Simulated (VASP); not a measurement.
An input for Quantum ESPRESSO's pw.x (written as the equivalent of a VASP run, and not itself run):

```
&CONTROL
  calculation = 'scf'
  pseudo_dir = './pseudo'
  outdir = './out'
  tprnfor = .true.
  tstress = .true.
/
&SYSTEM
  ibrav = 0
  nat = 2
  ntyp = 2
  ecutwfc = 84
  occupations = 'tetrahedra'
  input_dft = 'vdw-df2-b86r'
/
&ELECTRONS
  conv_thr = 7.3e-09
  electron_maxstep = 100
/
ATOMIC_SPECIES
  Zn 65.380 Zn.upf
  S 32.060 S.upf
CELL_PARAMETERS angstrom
     0.0000000    2.7050000    2.7050000
     2.7050000    0.0000000    2.7050000
     2.7050000    2.7050000    0.0000000
ATOMIC_POSITIONS crystal
  Zn   0.0000000  0.0000000  0.0000000
  S    0.2500000  0.2500000  0.2500000
K_POINTS automatic
  9 9 9 0 0 0
```

Question: Write the VASP files for the same calculation (rev-vdW-DF2).

Answer: This is not unique; one that fits is 
File POSCAR:
```
ZnS
1
    0.0000000000     2.7050000000     2.7050000000
    2.7050000000     0.0000000000     2.7050000000
    2.7050000000     2.7050000000     0.0000000000
Zn S
1 1
Direct
  0.0000000000   0.0000000000   0.0000000000
  0.2500000000   0.2500000000   0.2500000000
```

**INCAR**
```
PARAM1=0.1234568
ISIF=2
ALGO=Normal   # blocked Davidson
NEDOS=601
NELM=100
EDIFF=1E-7
AGGAC=0.0
LUSE_VDW=.True.
PARAM2=0.7114
LORBIT=11
LMAXMIX=4   # l cut-off of mixed one-centre charges
ZAB_VDW=-1.8867
ISMEAR=-5
LASPH=.True.
LREAL=.False.   # projection in real space or not
LWAVE=.False.
GGA=MK
ENCUT=520   # plane-wave cut-off (eV)
SYSTEM=ZnS
LCHARG=.True.
PREC=Accurate
```

KPOINTS:
```
Automatic mesh
0
gamma
 9 9 9
0 0 0
```

POTCAR, in this order: Zn S (PBE.64 set). Program: vasp_std.

What does not carry over: the potentials are each code's own (VASP's PAW set, PseudoDojo norm-conserving files in pw.x), so ENCUT and ecutwfc are chosen apart and not converted; conv_thr bounds pw.x's estimated SCF error, while EDIFF bounds the energy change between steps.

The compound is ZnS in the zinc blende structure. The cell was not relaxed at this level.
